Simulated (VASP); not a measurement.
Consider the following.

```yaml
crystal:
  lattice:
    - [0.00000, 2.86630, 2.86630]
    - [2.86630, 0.00000, 2.86630]
    - [2.86630, 2.86630, 0.00000]
  atoms:
    - { symbol: Zn, position: [0.00000, 0.00000, 0.00000] }
    - { symbol: Se, position: [0.25000, 0.25000, 0.25000] }
```

The numbers are results of PBE GGA, VASP's PBE PAW potentials (set 64) (plane waves; VASP), not measurements. Numerical set-up: 350 eV cut-off, Gaussian smearing of 0.050 eV, potentials Zn Se.

**Question.** Give the energies of bands 2 to 12 at the high-symmetry points, in eV from the valence-band maximum.

**Answer.** 
| band | Γ | X | U | L | W |
|---|---|---|---|---|---|
| 2 | -6.42 | -6.37 | -6.33 | -6.33 | -6.30 |
| 3 | -6.42 | -6.18 | -6.22 | -6.33 | -6.22 |
| 4 | -6.42 | -6.18 | -6.14 | -6.06 | -6.10 |
| 5 | -6.07 | -6.03 | -6.05 | -6.06 | -6.10 |
| 6 | -6.07 | -5.91 | -5.83 | -5.93 | -5.80 |
| 7 | 0.00 | -4.61 | -4.56 | -5.02 | -4.52 |
| 8 | 0.00 | -2.07 | -2.93 | -0.82 | -2.63 |
| 9 | 0.00 | -2.07 | -1.70 | -0.82 | -2.51 |
| 10 | 1.15 | 3.06 | 3.60 | 2.48 | 5.39 |
| 11 | 5.81 | 3.45 | 5.52 | 6.38 | 5.48 |
| 12 | 5.81 | 10.49 | 8.94 | 6.38 | 6.89 |

The gap is direct, 1.15 eV, from the valence maximum at Γ to the conduction minimum at Γ.

Measured: gap 2.87 eV (computed value off by -1.72 eV), as given by Wei Chen et al., Physical Review Materials (2018), doi:10.1103/physrevmaterials.2.073803 [zero-point renormalisation of 0.05 eV added back (the table's ZPR column)].

The compound is ZnSe in the zinc blende structure. It was relaxed first.
